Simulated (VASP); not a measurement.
Data:

```
CuI
1.0
    0.00000     2.98703     2.98703
    2.98703     0.00000     2.98703
    2.98703     2.98703     0.00000
Cu I
1 1
Direct
  0.00000   0.00000   0.00000
  0.25000   0.25000   0.25000
```

Calculation: PBE GGA with D4 dispersion, VASP's PBE PAW potentials (set 64) (plane waves; VASP 6.6.1). Run with 520 eV cut-off, Gaussian smearing of 0.050 eV, potentials Cu I.

Unless said otherwise, spin-orbit coupling is left out, though it shifts the bands of the heavy elements here.

Q: Give the energies of bands 2 to 12 at the high-symmetry points, in eV from the valence-band maximum.

A: 
```json
[
 {"band": "2", "Γ": "-3.84", "X": "-5.84", "U": "-5.51", "L": "-5.86", "W": "-5.33"},
 {"band": "3", "Γ": "-3.84", "X": "-3.93", "U": "-4.62", "L": "-3.81", "W": "-4.77"},
 {"band": "4", "Γ": "-3.84", "X": "-3.93", "U": "-3.87", "L": "-3.81", "W": "-4.03"},
 {"band": "5", "Γ": "-2.04", "X": "-2.07", "U": "-2.18", "L": "-2.01", "W": "-2.11"},
 {"band": "6", "Γ": "-2.04", "X": "-1.97", "U": "-2.01", "L": "-2.01", "W": "-2.10"},
 {"band": "7", "Γ": "0.00", "X": "-1.95", "U": "-1.89", "L": "-1.96", "W": "-1.95"},
 {"band": "8", "Γ": "0.00", "X": "-1.66", "U": "-1.67", "L": "-0.78", "W": "-1.77"},
 {"band": "9", "Γ": "0.00", "X": "-1.66", "U": "-1.38", "L": "-0.78", "W": "-1.40"},
 {"band": "10", "Γ": "1.27", "X": "2.62", "U": "3.06", "L": "2.20", "W": "4.64"},
 {"band": "11", "Γ": "4.82", "X": "2.88", "U": "4.69", "L": "5.38", "W": "4.66"},
 {"band": "12", "Γ": "4.82", "X": "9.51", "U": "7.64", "L": "5.38", "W": "6.06"}
]
```

The gap is direct, 1.27 eV, from the valence maximum at Γ to the conduction minimum at Γ.

Measured: gap 3.12 eV (computed value off by -1.85 eV), as given by Abedi et al., (2022), arXiv:2211.14644.

The compound is CuI in the zinc blende structure. It was relaxed first.
